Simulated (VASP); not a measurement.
Calculation: PBE GGA + U (Dudarev), VASP's PBE PAW potentials (set 64) (plane waves; VASP 6.6.1).

The input files of a VASP run:

### POSCAR
```
CuZn
3.02170
  0.9738375749   0.0000000000   0.0000000000
  0.0000000000   1.0000000000   0.0000000000
  0.0000000000   0.0000000000   0.9475106728
Zn Cu
1 1
Cartesian
  0.4869187874   0.5000000000   0.4737553364
  0.0274709841   0.0000000000   0.0000000000
```

**INCAR**
```
PREC = Accurate
LCHARG = .FALSE.
LDAUJ = 0 0
LDAU = .TRUE.
LDAUPRINT = 1
LORBIT = 10
ALGO = Normal   # blocked Davidson
LDAUL = 2 2
ISMEAR = 1   # Methfessel-Paxton
SYSTEM = CuZn
EDIFF = 1E-6
LASPH = .TRUE.
ENCUT = 400   # plane-wave cut-off (eV)
SIGMA = 0.1   # width (eV)
LDAUU = 3.0 3.0
GGA = PE
LDAUTYPE = 2   # Dudarev
LMAXMIX = 4
LREAL = .FALSE.   # projection in real space or not
LWAVE = .FALSE.
ISIF = 2
NELM = 100   # most electronic steps
```

KPOINTS:
```
Automatic mesh
0
Gamma
11 11 11
0 0 0
```

POTCAR, in this order: Zn Cu (PBE.64 set). Program: vasp_std.

Output

### OSZICAR
```
       N       E                     dE             d eps       ncg     rms          rms(c)
DAV:   1     0.102591722115E+03    0.10259E+03   -0.99677E+03  6776   0.216E+03
DAV:   2    -0.118973417150E+01   -0.10378E+03   -0.10112E+03  6515   0.304E+02
DAV:   3    -0.423254314692E+01   -0.30428E+01   -0.30375E+01  8098   0.709E+01
DAV:   4    -0.425048662369E+01   -0.17943E-01   -0.17942E-01  7460   0.482E+00
DAV:   5    -0.425072539341E+01   -0.23877E-03   -0.23877E-03  8509   0.579E-01    0.748E+00
DAV:   6    -0.397676709787E+01    0.27396E+00   -0.81737E+00  6554   0.745E+01    0.382E+00
DAV:   7    -0.363036588094E+01    0.34640E+00   -0.17308E+00  6683   0.483E+01    0.224E+00
DAV:   8    -0.362321458289E+01    0.71513E-02   -0.47324E-02  7075   0.266E+00    0.997E-01
DAV:   9    -0.361838395808E+01    0.48306E-02   -0.86949E-03  8006   0.223E+00    0.515E-02
DAV:  10    -0.361838999902E+01   -0.60409E-05   -0.32661E-04  9650   0.246E-01    0.368E-02
DAV:  11    -0.361838834804E+01    0.16510E-05   -0.13893E-05  8588   0.103E-01    0.806E-03
DAV:  12    -0.361838803879E+01    0.30925E-06   -0.11509E-06  4173   0.323E-02
   1 F= -.36183880E+01 E0= -.36184848E+01  d E =0.290299E-03
```

**OUTCAR**
```
------------------------ aborting loop because EDIFF is reached ----------------------------------------
  FORCE on cell =-STRESS in cart. coord.  units (eV):
  Direction    XX          YY          ZZ          XY          YZ          ZX
  --------------------------------------------------------------------------------------
  Total        0.1930386     -0.0529861      0.3567751      0.0000000      0.0000000      0.0000000
  in kB       12.1487104     -3.3346339     22.4533109      0.0000000      0.0000000      0.0000000
  external PRESSURE =      10.4224625 kB  Pullay stress =       0.0000000 kB
  volume of cell :       25.46
      direct lattice vectors                 reciprocal lattice vectors
     2.942645000  0.000000000  0.000000000     0.339830323  0.000000000  0.000000000
     0.000000000  3.021700000  0.000000000     0.000000000  0.330939537  0.000000000
     0.000000000  0.000000000  2.863093000     0.000000000  0.000000000  0.349272622
 POSITION                                       TOTAL-FORCE (eV/Angst)
 -----------------------------------------------------------------------------------
      1.47132      1.51085      1.43155         0.363576      0.000000      0.000000
      0.08301      0.00000      0.00000        -0.363576      0.000000      0.000000
 -----------------------------------------------------------------------------------
    total drift:                                0.001451      0.000000      0.000022
  FREE ENERGIE OF THE ION-ELECTRON SYSTEM (eV)
  ---------------------------------------------------
  free  energy   TOTEN  =        -3.6183880388 eV

  energy  without entropy=       -3.6186783382  energy(sigma->0) =       -3.61848481

 total charge

# of ion       s       p       d       tot
------------------------------------------
    1        0.580   0.508   9.787  10.875
    2        0.421   0.369   9.273  10.064
--------------------------------------------------
tot          1.001   0.877  19.060  20.939
```
(Selected blocks of OUTCAR.)

The compound is CuZn in the CsCl type structure. The cell was not relaxed at this level, atoms are displaced from their ideal sites. The run is one of a series of settings (LDAU = .TRUE., LDAUJ = 0 0, LDAUL = 2 2, LDAUTYPE = 2, LDAUU = 3.0 3.0 against the base run), some of them coarse on purpose. The electron count is odd and the run is not spin-polarised, which forces a metal.
